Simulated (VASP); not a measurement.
```xyz
2
Lattice="0.0000 2.3508 2.3508 2.3508 0.0000 2.3508 2.3508 2.3508 0.0000" Properties=species:S:1:pos:R:3 pbc="T T T"
Mg     0.0000     0.0000     0.0000
S      2.3508     2.3508     2.3508
```

These are PBE GGA, VASP's PBE PAW potentials (set 64) (plane waves; VASP 6.6.1) values and carry that method's errors. Settings: 500 eV cut-off, 10×10×10 Γ-centred mesh, Gaussian smearing of 0.050 eV, potentials Mg S.

Q: Predict the energy per atom (σ→0), pressure, band gap (on the k-mesh) with the smallest direct gap where there is one.

A: 
| Property | Value |
|---|---|
| band gap (on the k-mesh) | 3.14 eV |
| smallest direct gap (on the k-mesh) | 5.63 eV |
| energy per atom (σ→0) | -3.734 eV/atom |
| pressure | 44.95 GPa |

Only differences to runs with the same potentials and settings are physical.

The compound is MgS in the rock salt structure. It was relaxed first under an external pressure of 45 GPa.
